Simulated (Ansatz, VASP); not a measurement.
# SiC in two plane-wave programs, part 3 of 3

One calculation is typed for both programs; each brings its own data sets. How far apart do they land? The cell is taken from a series of runs on this material, whose earlier steps may have relaxed, scaled, displaced or heated it; both programs get it as it stands.

VASP 6.6.1 and Ansatz 0.2.0.

So far: Starting point; VASP: zone-centre phonons, LDA.

## Step 3: Ansatz: zone-centre phonons, LDA

Level of this step: Ansatz beside VASP: Kohn-Sham DFT, plane waves, LDA (Ansatz).

Ansatz runs on its PAW soft_1 files.

The same cell, functional (in two slightly different forms) and mesh now go to Ansatz, which takes its cutoff from its data sets.

input.yaml

```yaml
crystal:
  lattice:
    - [3.0685611213, 0.0, 0.0]
    - [-1.5342805607, 2.6574518841, 0.0]
    - [0.0, 0.0, 9.71182345]
  atoms:
    - { symbol: C, position: [0.666666665, 0.333333335, 0.7486614943] }
    - { symbol: C, position: [0.333333335, 0.666666665, 0.2486614943] }
    - { symbol: C, position: [-2.6e-09, 2.6e-09, 0.4994392436] }
    - { symbol: C, position: [2.6e-09, -2.6e-09, -0.0005607564] }
    - { symbol: Si, position: [0.6666666687, 0.3333333313, 0.938807742] }
    - { symbol: Si, position: [0.3333333313, 0.6666666687, 0.438807742] }
    - { symbol: Si, position: [-2.0e-09, 2.0e-09, 0.6890905199] }
    - { symbol: Si, position: [2.0e-09, -2.0e-09, 0.1890905199] }
kpoints:
  mp_grid: { grid: [9, 9, 4] }
hamiltonian:
  xc: lda
  pseudopotentials: { kind: paw, azcp: { folder: soft_1 }, xc_functional: pbe }
scf:
  occupations: { method: fixed }
output:
  eigenvalues: true
phonons:
  method: dfpt
  dielectric: true
  rigid_motions: translations
```

Command:

```console
> ansatz run input.yaml --threads 8 --pin off --max-ram 16384MiB --backend cpu --events-out ev --progress --plain --runs-dir out
```

Numbers of over 12 decimals in the logs are rounded to 6 here.

The log of the run:

```text
Engine: ansatz 0.2.0, aarch64-unknown-linux-gnu
Pseudopotentials: kind: paw
Pseudopotential: C, paw, valence charge 4, recommended cutoff 420 eV (normal), soft_1/C.paw.azcp
Pseudopotential: Si, paw, valence charge 4, recommended cutoff 420 eV (normal), soft_1/Si.paw.azcp
Functional definition: SPW92
  exchange = slater_x
  correlation = pw_c
Crystal: 8 atoms, lattice volume = 79.196 Å³
Basis set: ecut = 420 eV, 1557 PW (Γ), exchange–correlation on 48×48×144 points (8 copies of the dense FFT grid, shifted against one another)
Bands: 24, of which v1, the nominal top of the filled ones, is band 16 counted from 1 (15 counted from 0)
Symmetry: 12 space group operations
k-points: 95 of 324 (irreducible under 2 space group operations, time reversal used)
Non-local potential: C, projectors of the file, l = 0: 2, l = 1: 2, l = 2: 1
Non-local potential: Si, projectors of the file, l = 0: 2, l = 1: 2, l = 2: 1
PAW form: soft (Blöchl's): semilocal exchange-correlation on the pseudo side does not see the compensation charge
PAW frozen core: C, regenerated for the run's functional, and the local potential with it (the file was generated under x = pbe(κ = 0.804, μ = 0.219515), c = pbe(β = 0.066725))
PAW frozen core: Si, regenerated for the run's functional, and the local potential with it (the file was generated under x = pbe(κ = 0.804, μ = 0.219515), c = pbe(β = 0.066725))
PAW one-centre angular grid: C, 110 points (default); XC on 64 Gauss nodes
PAW one-centre angular grid: Si, 110 points (default); XC on 64 Gauss nodes
Initial density: superposition of atomic densities (chi_scale 0.1, normalization cell, long waves kept (reshape's long-wave potential 0.00 eV rms))
Initial wavefunctions: pseudopotential atomic-orbital guess
Functional: x = slater, c = lda
SCF iter   1: F=—  HF=-3415.396951 eV  |F-HF|=—  |Δ(HF+E_count)|=         —  Δρ=1.47e-1  dr2=2.03e1  ethr=3.10e-3  ⟨swp⟩=5.0  Hψ=10561  notcnv=0  defer=525
preconditioner: auto → none  [insulator: Δε(μ)=4.153 eV  Ē_g=13.119 eV  n_scr=6 (ndim 8)  ℏωp=23.6 eV  f_vac=0.000  ε∞_Penn≈4.2]
SCF iter   2: F=—  HF=-3409.102602 eV  |F-HF|=—  |Δ(HF+E_count)|=    6.29e0  Δρ=5.01e-2  dr2=1.25e0  ethr=3.10e-3  ⟨swp⟩=4.1  Hψ=6369  notcnv=0  defer=556
SCF iter   3: F=—  HF=-3408.732698 eV  |F-HF|=—  |Δ(HF+E_count)|=   3.70e-1  Δρ=1.88e-2  dr2=1.44e-1  ethr=3.10e-3  ⟨swp⟩=2.6  Hψ=4377  notcnv=0  defer=559
SCF iter   4: F=—  HF=-3408.699717 eV  |F-HF|=—  |Δ(HF+E_count)|=   3.30e-2  Δρ=1.57e-3  dr2=1.04e-3  ethr=4.51e-4  ⟨swp⟩=2.5  Hψ=2906  notcnv=0  defer=570
SCF iter   5: F=—  HF=-3408.699896 eV  |F-HF|=—  |Δ(HF+E_count)|=   1.79e-4  Δρ=3.20e-4  dr2=1.19e-4  ethr=3.25e-6  ⟨swp⟩=2.2  Hψ=3577  notcnv=0  defer=570
SCF iter   6: F=—  HF=-3408.699869 eV  |F-HF|=—  |Δ(HF+E_count)|=   2.72e-5  Δρ=1.22e-4  dr2=1.03e-5  ethr=3.72e-7  ⟨swp⟩=2.3  Hψ=3563  notcnv=0  defer=526
SCF iter   7: F=—  HF=-3408.699867 eV  |F-HF|=—  |Δ(HF+E_count)|=   1.75e-6  Δρ=2.53e-5  dr2=5.62e-7  ethr=3.22e-8  ⟨swp⟩=2.3  Hψ=3067  notcnv=0  defer=387
SCF iter   8: F=—  HF=-3408.699868 eV  |F-HF|=—  |Δ(HF+E_count)|=   9.72e-7  Δρ=8.24e-6  dr2=1.03e-7  ethr=1.76e-9  ⟨swp⟩=2.1  Hψ=3314  notcnv=0  defer=299
SCF iter   9: F=—  HF=-3408.699868 eV  |F-HF|=—  |Δ(HF+E_count)|=   2.50e-8  Δρ=1.49e-6  dr2=9.70e-10  ethr=3.23e-10  ⟨swp⟩=2.1  Hψ=3131  notcnv=0  defer=299
SCF iter  10: F=-3408.699868 eV  HF=-3408.699868 eV  |F-HF|=5.00e-12  |Δ(HF+E_count)|=  1.69e-10  Δρ=3.34e-7  dr2=3.41e-11  ethr=1.00e-12  ⟨swp⟩=17.3  Hψ=18780  notcnv=0
SCF 1 converged in 10 iterations: F = -3408.699868 eV  dr2 = 3.41e-11
  greatest PAW one-centre occupation: 0.645 electrons in one spin orbital (limit 2), on the C atom at site 1 (counted from 0), in its partial waves of l = 0
NSCF: frozen V_eff on 4 k-points
DFPT response loops at Γ: preconditioner auto → Resta (q_TF=auto, 2.346 Å⁻¹)  ε∞=5.4 (no band partly filled); β = 1.00, the filter's whole step (`scf.mixing.beta` (0.50) is not read by the response loops at its default; to damp them type it under 1.00, their step now; it binds the ground state too); Broyden in place of MSR1
── the response to a field inside a basis, on 10×10×4 k-points: an SCF that follows is theirs, and a resumed run solves both again ──
Bands: 17, of which v1, the nominal top of the filled ones, is band 16 counted from 1 (15 counted from 0)
k-points: 60 of 400 (irreducible under 4 space group operations, time reversal used)
Initial density: handed on by an earlier stage of this run
Initial wavefunctions: pseudopotential atomic-orbital guess (no wavefunctions were taken with the density)
Eigensolver: Dense (60 Hₖ)
SCF iter   1: F=—  HF=-3408.690042 eV  |F-HF|=—  |Δ(HF+E_count)|=         —  Δρ=1.31e-4  dr2=3.31e-6  ethr=1.00e-1
preconditioner: auto → none  [insulator: Δε(μ)=2.163 eV  Ē_g=9.860 eV  n_scr=6 (ndim 8)  ℏωp=23.6 eV  f_vac=0.000  ε∞_Penn≈6.7]
SCF iter   2: F=—  HF=-3408.690042 eV  |F-HF|=—  |Δ(HF+E_count)|=   6.03e-7  Δρ=6.37e-5  dr2=7.38e-7  ethr=1.03e-8
SCF iter   3: F=-3408.690043 eV  HF=-3408.690043 eV  |F-HF|=3.39e-8  |Δ(HF+E_count)|=   2.78e-7  Δρ=4.74e-6  dr2=3.91e-8  ethr=2.30e-9
SCF 1 converged in 3 iterations: F = -3408.690043 eV  dr2 = 3.91e-8
DFPT response loops at Γ: preconditioner auto → Resta (q_TF=auto, 2.346 Å⁻¹)  ε∞=5.3 (no band partly filled); β = 1.00, the filter's whole step (`scf.mixing.beta` (0.50) is not read by the response loops at its default; to damp them type it under 1.00, their step now; it binds the ground state too); Broyden in place of MSR1
SCF converged after 10 iterations
Free energy (F): -3408.699868 eV
Harris-Foulkes:  -3408.699868 eV  (|F-HF|=5.00e-12)
Internal energy: -3408.699868 eV  (E = F + TS)
E sigma→0 (E₀):  -3408.699868 eV
Fermi energy:    10.073954 eV
--- Per-component energies (eV) ---
  E_band       = 122.602892
  E_kinetic    = 542.734058
  E_local      = -379.367190  (includes V_loc(G=0)·N_el)
  E_nonlocal   = 190.632520
  E_hartree    = 125.531166
  E_xc         = -422.732367
  E_vxc        = -438.899749  (∫ρ·V_xc dr)
  E_paw        = -2311.099227  (= ΣΔE_a)
  E_vpaw       = -43.559266  (= ΣTr[D̂ρ^β])
  E_aug_tail   = 0.000190  (compensation charges beyond the density's cutoff)
  E_ewald      = -1154.987671
  E_core_change = 0.588653  (= ΣΔE_core)
  E_smearing   = -0.000000  (= −TS)
  E_closure    = 0.000000  (closes the sum)
  Σ components = -3408.699868   (vs F -3408.699868, Δ=0.00e0)
--- Band table (eV; the first three rows and the last of 95) ---
  k-point 0: bands = [... 12 lower, 9.1158, 9.7740, 9.7740, 10.0740, 14.7790, 15.4099, 16.1582, 16.6788, ... 4 higher]
  k-point 1: bands = [... 12 lower, 9.3037, 9.6779, 9.7103, 9.7103, 14.8373, 15.2488, 16.3575, 16.7266, ... 4 higher]
  k-point 2: bands = [... 12 lower, 9.5381, 9.5381, 9.5381, 9.5381, 15.0056, 15.0056, 16.6546, 16.6546, ... 4 higher]
  k-point 94: bands = [... 12 lower, 6.6010, 6.6010, 8.6102, 8.6102, 14.2548, 14.2548, 15.7028, 15.7028, ... 4 higher]
--- Phonons (Γ-DFPT): 8 representative perturbations + reference, on 95 of 324 k-points (Σ response iterations 26) ---
  k mesh reduced under 2 symmetry operations, with k and −k counted as one. Each operation leaves every solved perturbation unchanged. A smaller set is not considered because the run solves the response to a homogeneous field
  ASR residual: 9.891e-5 → 0.000e0 eV/Å²; symmetrization residual: 8.095e-7 eV/Å²
  ASR residual per site (eV/Å²): 6.20e-5 6.20e-5 9.89e-5 9.89e-5 9.52e-5 9.52e-5 7.42e-5 7.42e-5
  Γ frequencies (cm⁻¹): 0.00 0.00 0.00 191.14 191.14 202.04 202.04 256.83 256.83 417.74 428.82 623.99 790.29 790.29 793.96 793.96 803.94 803.94 810.29 810.29 823.40 887.54 956.46 965.88
  ε∞ (high-frequency dielectric tensor):
        6.969669     0.000000     0.000000
        0.000000     6.969669     0.000000
        0.000000     0.000000     7.089421
  ε⁰ (static dielectric tensor: ions relaxed, cell fixed):
       10.345494     0.000000     0.000000
        0.000000    10.345494     0.000000
        0.000000     0.000000    10.614524
  ε⁰ − ε∞ (ionic part):
        3.375825     0.000000     0.000000
        0.000000     3.375825    -0.000000
        0.000000    -0.000000     3.525104
  softest optical mode at Γ: 191.14 cm⁻¹; the repairs (sum rule, projections) moved no ω² at Γ by more than (1.64 cm⁻¹)²
  Born effective charges Z* (e; rows j = field, columns β = displacement):
    site 0:
        -2.76373   -0.00000   -0.00000
        -0.00000   -2.76373   -0.00000
        -0.00000   -0.00000   -2.79614
    site 1:
        -2.76373   -0.00000   -0.00000
        -0.00000   -2.76373   -0.00000
        -0.00000   -0.00000   -2.79614
    site 2:
        -2.71366   -0.00000   -0.00000
        -0.00000   -2.71366   -0.00000
        -0.00000   -0.00000   -2.88057
    site 3:
        -2.71366   -0.00000   -0.00000
        -0.00000   -2.71366   -0.00000
        -0.00000    0.00000   -2.88057
    site 4:
         2.73522    0.00000    0.00000
         0.00000    2.73522    0.00000
         0.00000    0.00000    2.64973
    site 5:
[...]
site 6:
[...]
site 7:
[...]
Z* charge neutrality: 9.378e-3 e pre-enforcement
  solved inside a basis spanned on kpoints, on 10×10×4 k-points, its susceptibility summed on 14×14×4: ε∞ is read to err by 2.5e-2, Z* by 1.7e-2 e (field_mesh: kpoints solves on kpoints); Z* is corrected for what the basis lacks
  optical modes at Γ without the LO–TO term, one row a degenerate level:
      ω (cm⁻¹)  modes    IR ((D/Å)²/amu)
[...]
optical modes at Γ + LO–TO along q̂ = [1.0000, 0.0000, 0.0000]:
      ω (cm⁻¹)  modes    IR ((D/Å)²/amu)
[...]
optical modes at Γ + LO–TO along q̂ = [0.0000, 1.0000, 0.0000]:
      ω (cm⁻¹)  modes    IR ((D/Å)²/amu)
[...]
optical modes at Γ + LO–TO along q̂ = [0.0000, 0.0000, 1.0000]:
      ω (cm⁻¹)  modes    IR ((D/Å)²/amu)
[...]
790.29      2             0.0015
        793.96      2             0.0000
        803.94      2             0.0000
        810.29      2           164.5487
        887.35      1             0.0428
        956.46      1             0.0000
        965.88      1             0.0000
       1006.92      1            88.3803
```

## Step 4: Differences

Known differences besides the potentials themselves: the two LDA forms differ slightly; fixed occupations in Ansatz, narrow Gaussian smearing in VASP; VASP's response is taken on the typed mesh, Ansatz refines its own for the field response alone; the cutoff is 420 eV in Ansatz and 600 eV in VASP; VASP's log shows a relativistic correction to its local exchange, Ansatz's none. Total energies have different zeros and are not compared.

The two programs side by side:

```
                                     quantity  Ansatz   VASP  difference
                                        ε∞ xx    6.97   7.03     -0.87 %
                                        ε∞ yy    6.97   7.03     -0.87 %
                                        ε∞ zz    7.09   7.10     -0.19 %
 Born charge of C1 (mean of the diagonal) (e)   -2.77  -2.76       -0.02
Born charge of Si5 (mean of the diagonal) (e)    2.71   2.69       +0.02
                   optical mode 1 to 2 (cm⁻¹)   191.1  191.0     +0.09 %
                   optical mode 3 to 4 (cm⁻¹)   202.0  202.1     -0.05 %
                   optical mode 5 to 6 (cm⁻¹)   256.8  256.8     +0.00 %
                        optical mode 7 (cm⁻¹)   417.7  418.2     -0.12 %
                        optical mode 8 (cm⁻¹)   428.8  429.7     -0.20 %
                        optical mode 9 (cm⁻¹)   624.0  623.2     +0.12 %
                 optical mode 10 to 11 (cm⁻¹)   790.3  790.6     -0.04 %
                 optical mode 12 to 13 (cm⁻¹)   794.0  793.8     +0.02 %
                 optical mode 14 to 15 (cm⁻¹)   803.9  803.8     +0.02 %
                 optical mode 16 to 17 (cm⁻¹)   810.3  810.5     -0.03 %
                       optical mode 18 (cm⁻¹)   823.4  823.0     +0.05 %
                       optical mode 19 (cm⁻¹)   887.5  887.7     -0.01 %
                       optical mode 20 (cm⁻¹)   956.5  955.9     +0.06 %
                       optical mode 21 (cm⁻¹)   965.9  964.8     +0.11 %
```

Modes are paired by rising frequency, not by their patterns, so a pair may set unlike modes beside each other; they are those without the splitting of longitudinal modes.

## Step 5: Outcome

| Item | Value |
| --- | --- |
| r.m.s. difference of the optical zone-centre modes, each program's sorted by frequency (zone-centre phonons, LDA) | 0.42 cm⁻¹ |
| difference in ε∞ xx (zone-centre phonons, LDA) | -0.9 % |

The r.m.s. difference of the optical zone-centre modes, each program's sorted by frequency is 0.42 cm⁻¹ (zone-centre phonons, LDA). Among the rows given in per cent, the largest difference of the zone-centre phonons, LDA pair is in ε∞ xx, -0.9 %. Such differences can come from data sets, numerical settings and the points named under the comparisons, not from the functional's error against experiment.

[Lines on the potential files, build, host, timing and source positions are cut from VASP's logs without a mark.]

[Logs are printed without paths, hosts, clocks, repeated set-up lines and the standing remarks that a program may print on its own settings, such as how far it seeks lower states.]

[Hosts, paths, dates, database ids (printed as entryN), source tags and the programs' standing remarks are cut or masked in the printed files.]
